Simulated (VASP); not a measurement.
# BaLiC: phonons from a supercell, part 4 of 4

How does the lattice of BaLiC vibrate? The cell is invented: it takes the structure of a Materials Project entry for BaLiSi (space group 187 there), with some of its atoms replaced by other elements, volume scaled by an estimate. It may not be a known or stable phase.

VASP 6.6.1; PBE; plane waves and PAW (Ba_sv, C, Li); invented cell.

So far. Step 3 (Relax the host again, on a new basis): The start already met the threshold, so nothing moved. Step 4 (Tight relaxation): The run ended after 14 ionic steps, 0.076 eV below its first step, once forces and stress met EDIFFG = -0.002. The relaxed cell has a = 3.957, c = 4.373 Å (conventional setting).

**7. Modes at the zone centre, bad settings**

INCAR reads:

```
SYSTEM = BaLiC
PREC = Accurate
ENCUT = 240
EDIFF = 1E-07
NELM = 120
ISMEAR = 1
SIGMA = 0.2
LREAL = Auto
ALGO = Fast
GGA = PE
NBANDS = 13
LWAVE = .FALSE.
LCHARG = .FALSE.
IBRION = 6
NSW = 1
NFREE = 2
POTIM = 0.015
ISIF = 0
ADDGRID = .TRUE.
```

POSCAR reads:

```
BaLiC
1.0
    3.9566805546      0.0000000000      0.0000000000
   -1.9783402772      3.4265859225      0.0000000000
    0.0000000000      0.0000000000      4.3725313551
Ba C Li
1 1 1
Direct
    0.6666666700      0.3333333300      0.0000000000
    0.3333333300      0.6666666700      0.5000000000
    0.0000000000      0.0000000000      0.5000000000
```

KPOINTS reads:

```
Automatic mesh
0
Gamma
7 7 5
0 0 0
```

The projector-augmented-wave data sets are Ba_sv, C and Li (PBE family, release 64).

On the command line:

```sh
$ mpirun -np 4 vasp_std
```

Output:

```text
[banner, memory and clock lines left out]
running    4 mpi-ranks, on    1 nodes
 distrk:  each k-point on    4 cores,    1 groups
 distr:  one band on    1 cores,    4 groups

 POSCAR found type information on POSCAR BaC Li
 POSCAR found :  3 types and       3 ions
 [... a notice as in an earlier step ...]

 LDA part: xc-table for (Slater+PW92), standard interpolation
 [... a notice as in an earlier step ...]

 POSCAR, INCAR and KPOINTS ok, starting setup
 FFT: planning ... GRIDC
 FFT: planning ... GRID_SOFT
 FFT: planning ... GRID
 WAVECAR not read
 entering main loop
       N       E                     dE             d eps       ncg     rms          rms(c)
DAV:   1     0.349995299646E+02    0.35000E+02   -0.39758E+03   800   0.418E+02
DAV:   2    -0.101566001933E+02   -0.45156E+02   -0.42940E+02  1168   0.115E+02
DAV:   3    -0.118870538752E+02   -0.17305E+01   -0.17103E+01   936   0.209E+01
DAV:   4    -0.119367613936E+02   -0.49708E-01   -0.49699E-01  1160   0.253E+00
DAV:   5    -0.119371880340E+02   -0.42664E-03   -0.42664E-03   912   0.216E-01    0.567E+00
RMM:   6    -0.108104968581E+02    0.11267E+01   -0.13800E+00   768   0.406E+00    0.317E+00
RMM:   7    -0.107490303330E+02    0.61467E-01   -0.78751E-02   797   0.132E+00    0.189E+00
RMM:   8    -0.107257655089E+02    0.23265E-01   -0.76560E-02   791   0.148E+00    0.289E-01
RMM:   9    -0.107244141946E+02    0.13513E-02   -0.93536E-03   839   0.434E-01    0.103E-01
RMM:  10    -0.107248000070E+02   -0.38581E-03   -0.20111E-03   833   0.190E-01    0.835E-02
RMM:  11    -0.107247954542E+02    0.45528E-05   -0.54943E-04   890   0.982E-02    0.259E-02
RMM:  12    -0.107248097349E+02   -0.14281E-04   -0.11439E-04   925   0.442E-02    0.118E-02
RMM:  13    -0.107248093737E+02    0.36122E-06   -0.33615E-05   944   0.227E-02    0.268E-03
RMM:  14    -0.107248105976E+02   -0.12239E-05   -0.75666E-06   966   0.108E-02    0.185E-03
RMM:  15    -0.107248110649E+02   -0.46728E-06   -0.22149E-06   892   0.581E-03    0.757E-04
RMM:  16    -0.107248111964E+02   -0.13151E-06   -0.54519E-07   772   0.277E-03    0.329E-04
RMM:  17    -0.107248112753E+02   -0.78975E-07   -0.15556E-07   628   0.152E-03
   1 F= -.10724811E+02 E0= -.10724434E+02  d E =-.113321E-02
 Found     6 degrees of freedom:
 Finite differences POTIM= 0.01500 DOF=   6
 bond charge predicted
       N       E                     dE             d eps       ncg     rms          rms(c)
DAV:   1    -0.107237530453E+02    0.10582E-02   -0.17034E-01  3192   0.253E+00    0.134E-01
RMM:   2    -0.107245364131E+02   -0.78337E-03   -0.95623E-03  2400   0.533E-01    0.400E-02
RMM:   3    -0.107246009334E+02   -0.64520E-04   -0.47792E-04  2437   0.140E-01    0.305E-02
RMM:   4    -0.107245999127E+02    0.10208E-05   -0.40065E-05  2681   0.374E-02    0.165E-02
RMM:   5    -0.107246019611E+02   -0.20484E-05   -0.13655E-05  2714   0.190E-02    0.280E-03
RMM:   6    -0.107246018262E+02    0.13487E-06   -0.37853E-06  2838   0.888E-03    0.146E-03
RMM:   7    -0.107246019568E+02   -0.13062E-06   -0.96906E-07  2698   0.397E-03    0.919E-04
RMM:   8    -0.107246020232E+02   -0.66431E-07   -0.37687E-07  2037   0.232E-03
   2 F= -.10724602E+02 E0= -.10724218E+02  d E =-.115073E-02
[... from here on, the cycles between the ionic steps are left out ...]
   3 F= -.10724602E+02 E0= -.10724218E+02  d E =-.115076E-02
   4 F= -.10724424E+02 E0= -.10724041E+02  d E =-.114958E-02
   5 F= -.10724424E+02 E0= -.10724041E+02  d E =-.114955E-02
   6 F= -.10724568E+02 E0= -.10724174E+02  d E =-.118032E-02
   7 F= -.10724568E+02 E0= -.10724174E+02  d E =-.118026E-02
   8 F= -.10724756E+02 E0= -.10724376E+02  d E =-.113946E-02
   9 F= -.10724756E+02 E0= -.10724376E+02  d E =-.113932E-02
  10 F= -.10724579E+02 E0= -.10724192E+02  d E =-.116237E-02
  11 F= -.10724579E+02 E0= -.10724192E+02  d E =-.116251E-02
  12 F= -.10724382E+02 E0= -.10724005E+02  d E =-.113044E-02
 Finite differences progress:
  Degree of freedom:   6/  6
  Displacement:        1/  2
  Total:              11/ 12
 bond charge predicted
       N       E                     dE             d eps       ncg     rms          rms(c)
DAV:   1    -0.107244341254E+02   -0.51937E-04   -0.18202E-02  1152   0.522E-01    0.277E-02
RMM:   2    -0.107243899109E+02    0.44215E-04   -0.20654E-04  1024   0.711E-02    0.126E-02
RMM:   3    -0.107243812594E+02    0.86515E-05   -0.43189E-05  1028   0.286E-02    0.363E-03
RMM:   4    -0.107243820124E+02   -0.75293E-06   -0.47038E-06  1128   0.929E-03    0.152E-03
RMM:   5    -0.107243822136E+02   -0.20128E-06   -0.89643E-07  1082   0.398E-03    0.467E-04
RMM:   6    -0.107243822391E+02   -0.25433E-07   -0.17124E-07   890   0.144E-03
  13 F= -.10724382E+02 E0= -.10724005E+02  d E =-.113048E-02
 Finite differences progress:
  Degree of freedom:   6/  6
  Displacement:        2/  2
  Total:              12/ 12
```

The job ended after 43 s (4 MPI ranks of AMD EPYC 7R43, shared host; peak memory 0.5 GiB; 2.8 min of CPU time).

OUTCAR, selected parts (step 7):

```text
   ENCUT  =  240.0 eV  17.64 Ry    4.20 a.u.   5.00  5.00  5.52*2*pi/ulx,y,z

   NELECT =      15.0000    total number of electrons

 E-fermi :   2.5897

 k-point     1 :       0.0000    0.0000    0.0000
  band No.  band energies     occupation
      1     -24.7331      2.00000
      2      -9.8089      2.00000
      3      -9.5513      2.00000
      4      -9.5513      2.00000
      5      -5.9541      2.00000
      6       2.7306      0.07726
      7       2.7306      0.07725
      8       3.0558     -0.00478
      9       3.1321     -0.00085
     10       5.9039     -0.00000
    ...

 POSITION                                       TOTAL-FORCE (eV/Angst)
 -----------------------------------------------------------------------------------
      1.97834      1.14220      0.00000        -0.000000      0.000000     -0.050384
     -0.00000      2.28439      2.18627         0.000000      0.000000     -0.006627
      0.00000      0.00000      2.17127         0.000000     -0.000000      0.057011
 -----------------------------------------------------------------------------------
    total drift:                               -0.000008      0.000005      0.000367

  FREE ENERGIE OF THE ION-ELECTRON SYSTEM (eV)
  ---------------------------------------------------
  free  energy   TOTEN  =       -10.7243822391 eV

  energy  without entropy=      -10.7232517551  energy(sigma->0) =      -10.72400541

   1 f  =   11.788530 THz    74.069518 2PiTHz  393.223033 cm-1    48.753421 meV
             X         Y         Z           dx          dy          dz
      1.978340  1.142195  0.000000     0.000000    0.000000   -0.194460
     -0.000000  2.284391  2.186266     0.000000    0.000000   -0.088688
      0.000000  0.000000  2.186266    -0.000000   -0.000000    0.976893

   2 f  =    9.664311 THz    60.722659 2PiTHz  322.366725 cm-1    39.968362 meV
             X         Y         Z           dx          dy          dz
      1.978340  1.142195  0.000000     0.000029    0.027199   -0.000000
     -0.000000  2.284391  2.186266     0.000575    0.546584   -0.000000
      0.000000  0.000000  2.186266    -0.000880   -0.836962   -0.000000

   3 f  =    9.664311 THz    60.722658 2PiTHz  322.366721 cm-1    39.968361 meV
             X         Y         Z           dx          dy          dz
      1.978340  1.142195  0.000000    -0.027199    0.000029   -0.000000
     -0.000000  2.284391  2.186266    -0.546584    0.000575    0.000000
      0.000000  0.000000  2.186266     0.836962   -0.000880    0.000000

   4 f  =    5.078499 THz    31.909147 2PiTHz  169.400476 cm-1    21.002973 meV
             X         Y         Z           dx          dy          dz
      1.978340  1.142195  0.000000    -0.000366   -0.347934    0.000000
     -0.000000  2.284391  2.186266     0.000831    0.790095   -0.000000
      0.000000  0.000000  2.186266     0.000531    0.504670    0.000000

   5 f  =    5.078498 THz    31.909147 2PiTHz  169.400474 cm-1    21.002972 meV
             X         Y         Z           dx          dy          dz
      1.978340  1.142195  0.000000     0.347934   -0.000366    0.000000
     -0.000000  2.284391  2.186266    -0.790095    0.000831   -0.000000
      0.000000  0.000000  2.186266    -0.504670    0.000531   -0.000000

   6 f  =    3.174348 THz    19.945020 2PiTHz  105.884868 cm-1    13.128045 meV
             X         Y         Z           dx          dy          dz
      1.978340  1.142195  0.000000    -0.000000    0.000000    0.289967
     -0.000000  2.284391  2.186266     0.000000   -0.000000   -0.956593
      0.000000  0.000000  2.186266     0.000000   -0.000000   -0.029125

   7 f/i=    0.001461 THz     0.009178 2PiTHz    0.048726 cm-1     0.006041 meV
             X         Y         Z           dx          dy          dz
      1.978340  1.142195  0.000000    -0.000000    0.000000    0.937072
     -0.000000  2.284391  2.186266    -0.000000    0.000000    0.277603
      0.000000  0.000000  2.186266    -0.000000    0.000000    0.211736

   8 f/i=    0.002567 THz     0.016129 2PiTHz    0.085625 cm-1     0.010616 meV
             X         Y         Z           dx          dy          dz
      1.978340  1.142195  0.000000    -0.937123   -0.001490   -0.000000
     -0.000000  2.284391  2.186266    -0.277481   -0.000441   -0.000000
      0.000000  0.000000  2.186266    -0.211665   -0.000337   -0.000000

   9 f/i=    0.002567 THz     0.016129 2PiTHz    0.085625 cm-1     0.010616 meV
             X         Y         Z           dx          dy          dz
      1.978340  1.142195  0.000000     0.001490   -0.937123    0.000000
     -0.000000  2.284391  2.186266     0.000441   -0.277481    0.000000
      0.000000  0.000000  2.186266     0.000337   -0.211665    0.000000

[... 7 parts as in an earlier step ...]

[... 10 further parts left out ...]
```

The fault in the input: cutoff far too low. The run ended without an error.

**8. What came out**

```
result : none
```

What this shows: The session ends without its result: «force constants in the supercell» met its time limit.

[Lines on the potential files, build, host, timing and source positions are cut from VASP's logs without a mark.]

[Logs are printed without paths, hosts, clocks, repeated set-up lines and the standing remarks that a program may print on its own settings, such as how far it seeks lower states.]

[Hosts, paths, dates, database ids (printed as entryN), source tags and the programs' standing remarks are cut or masked in the printed files.]

[Runs that stopped without an error message from VASP are left out.]
